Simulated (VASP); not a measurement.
Method: PBE GGA, VASP's PBE PAW potentials (set 64) (plane waves; VASP).

Input for VASP

INCAR:
```
# general
SYSTEM  = Ag
PREC    = Accurate
ENCUT   = 300
LREAL   = .FALSE.
LASPH   = .TRUE.

# electronic loop
EDIFF   = 1E-6
NELM    = 100
ALGO    = Normal
LMAXMIX = 4

# smearing
ISMEAR  = 0
SIGMA   = 0.1

# functional
GGA     = PE

# ions
ISIF    = 2

# output
LWAVE   = .FALSE.
LCHARG  = .FALSE.
```

### POSCAR
```
Ag
1
    0.0000000000     2.0450000000     2.0450000000
    2.0450000000     0.0000000000     2.0450000000
    2.0450000000     2.0450000000     0.0000000000
Ag
1
Direct
  0.0000000000   0.0000000000   0.0000000000
```

KPOINTS_OPT:
```
k-points along high-symmetry lines
10
Line-mode
Reciprocal
  0.000000   0.000000   0.000000 ! GAMMA
  0.500000   0.000000   0.500000 ! X

  0.500000   0.000000   0.500000 ! X
  0.625000   0.250000   0.625000 ! U

  0.375000   0.375000   0.750000 ! K
  0.000000   0.000000   0.000000 ! GAMMA

  0.000000   0.000000   0.000000 ! GAMMA
  0.500000   0.500000   0.500000 ! L

  0.500000   0.500000   0.500000 ! L
  0.500000   0.250000   0.750000 ! W

  0.500000   0.250000   0.750000 ! W
  0.500000   0.000000   0.500000 ! X
```

File KPOINTS:
```
Automatic mesh
0
gamma
  14 14 14
```

POTCAR, in this order: Ag (PBE.64 set). Program: vasp_std.

The resulting files:

### OUTCAR
```
 ion  position               nearest neighbor table
   1  0.000  0.000  0.000-
  LATTYP: Found a face centered cubic cell.
 ALAT       =     4.0900000000
 Subroutine PRICEL returns:
 Original cell was already a primitive cell.
 Subroutine GETGRP returns: Found 48 space group operations
The static configuration has the point symmetry O_h .
The dynamic configuration has the point symmetry O_h .
 Subroutine INISYM returns: Found 48 space group operations
 Subroutine IBZKPT returns following result:
 Found    104 irreducible k-points:

 Following reciprocal coordinates:
            Coordinates               Weight
  0.000000  0.000000  0.000000      1.000000
  0.071429  0.000000  0.000000      8.000000
  0.142857  0.000000  0.000000      8.000000
  0.214286  0.000000  0.000000      8.000000
  0.285714  0.000000  0.000000      8.000000
  0.357143  0.000000  0.000000      8.000000
  0.428571  0.000000  0.000000      8.000000
  0.500000  0.000000  0.000000      4.000000
  0.071429  0.071429  0.000000      6.000000
  0.142857  0.071429  0.000000     24.000000
...
```

**OSZICAR**
```
       N       E                     dE             d eps       ncg     rms          rms(c)
DAV:   1     0.215503219767E+02    0.21550E+02   -0.41694E+03  2344   0.681E+02
DAV:   2    -0.281072984387E+01   -0.24361E+02   -0.23159E+02  1914   0.143E+02
DAV:   3    -0.296710932304E+01   -0.15638E+00   -0.15635E+00  2335   0.129E+01
DAV:   4    -0.296738281204E+01   -0.27349E-03   -0.27349E-03  2002   0.497E-01
DAV:   5    -0.296738480062E+01   -0.19886E-05   -0.19883E-05  2168   0.384E-02    0.518E+00
DAV:   6    -0.272890360192E+01    0.23848E+00   -0.11123E+00  1907   0.114E+01    0.341E+00
DAV:   7    -0.272008657225E+01    0.88170E-02   -0.10269E-02  2012   0.106E+00    0.190E+00
DAV:   8    -0.271700551122E+01    0.30811E-02   -0.55226E-04  1931   0.196E-01    0.727E-02
DAV:   9    -0.271701385339E+01   -0.83422E-05   -0.81762E-06  2142   0.277E-02    0.143E-02
DAV:  10    -0.271701965797E+01   -0.58046E-05   -0.28069E-06  2014   0.177E-02    0.589E-03
DAV:  11    -0.271701928001E+01    0.37796E-06   -0.11054E-07   961   0.363E-03
   1 F= -.27170193E+01 E0= -.27163013E+01  d E =-.143592E-02
       N       E                     dE             ncg
```

File OUTCAR:
```
------------------------ aborting loop because EDIFF is reached ----------------------------------------
  FORCE on cell =-STRESS in cart. coord.  units (eV):
  Direction    XX          YY          ZZ          XY          YZ          ZX
  --------------------------------------------------------------------------------------
  Total        0.4295536      0.4295536      0.4295536      0.0000000      0.0000000     -0.0000000
  in kB       40.2362945     40.2362945     40.2362945      0.0000000      0.0000000     -0.0000000
  external PRESSURE =      40.2362945 kB  Pullay stress =       0.0000000 kB
  volume of cell :       17.10
      direct lattice vectors                 reciprocal lattice vectors
     0.000000000  2.045000000  2.045000000    -0.244498778  0.244498778  0.244498778
     2.045000000  0.000000000  2.045000000     0.244498778 -0.244498778  0.244498778
     2.045000000  2.045000000  0.000000000     0.244498778  0.244498778 -0.244498778
 POSITION                                       TOTAL-FORCE (eV/Angst)
 -----------------------------------------------------------------------------------
      0.00000      0.00000      0.00000         0.000000      0.000000      0.000000
 -----------------------------------------------------------------------------------
    total drift:                                0.000000      0.000000      0.000000
  FREE ENERGIE OF THE ION-ELECTRON SYSTEM (eV)
  ---------------------------------------------------
  free  energy   TOTEN  =        -2.7170192800 eV

  energy  without entropy=       -2.7155833608  energy(sigma->0) =       -2.71630132
```
(Selected blocks of OUTCAR.)

### OUTCAR
```
 val. band max:        8.2909796914   @ k =   0.5000   0.0714   0.0000

 cond. band min:       8.3769460750   @ k =   0.5000   0.2143   0.0714


 Fermi energy:         8.3225858857

 k-point     1 :       0.0000    0.0000    0.0000
  band No.  band energies     occupation
      1       0.6388      2.00000
      2       3.6022      2.00000
      3       3.6022      2.00000
      4       3.6022      2.00000
      5       4.6311      2.00000
      6       4.6311      2.00000
      7      24.4083      0.00000
      8      27.9638      0.00000
      9      27.9639      0.00000

 k-point     2 :       0.0714    0.0000    0.0000
  band No.  band energies     occupation
      1       0.7975      2.00000
      2       3.5662      2.00000
      3       3.6456      2.00000
      4       3.6456      2.00000
      5       4.6147      2.00000
      6       4.6147      2.00000
      7      24.4228      0.00000
      8      26.7008      0.00000
      9      28.0274      0.00000

 k-point     3 :       0.1429    0.0000    0.0000
  band No.  band energies     occupation
      1       1.2414      2.00000
      2       3.5023      2.00000
      3       3.7455      2.00000
      4       3.7455      2.00000
      5       4.5959      2.00000
      6       4.5959      2.00000
      7      23.4469      0.00000
      8      25.3759      0.00000
      9      28.1536      0.00000

 k-point     4 :       0.2143    0.0000    0.0000
  band No.  band energies     occupation
      1       1.8097      2.00000
      2       3.6001      2.00000
      3       3.8092      2.00000
      4       3.8092      2.00000
      5       4.6647      2.00000
      6       4.6647      2.00000
      7      20.8856      0.00000
      8      25.1745      0.00000
      9      28.1419      0.00000

 k-point     5 :       0.2857    0.0000    0.0000
  band No.  band energies     occupation
      1       2.1182      2.00000
      2       3.7706      2.00000
      3       3.7706      2.00000
...
```

At this cut-off the stress carries a Pulay error, which pulls relaxed volumes low.

The structure is a typed Ag crystal (Fm-3m). The cell was not relaxed at this level.
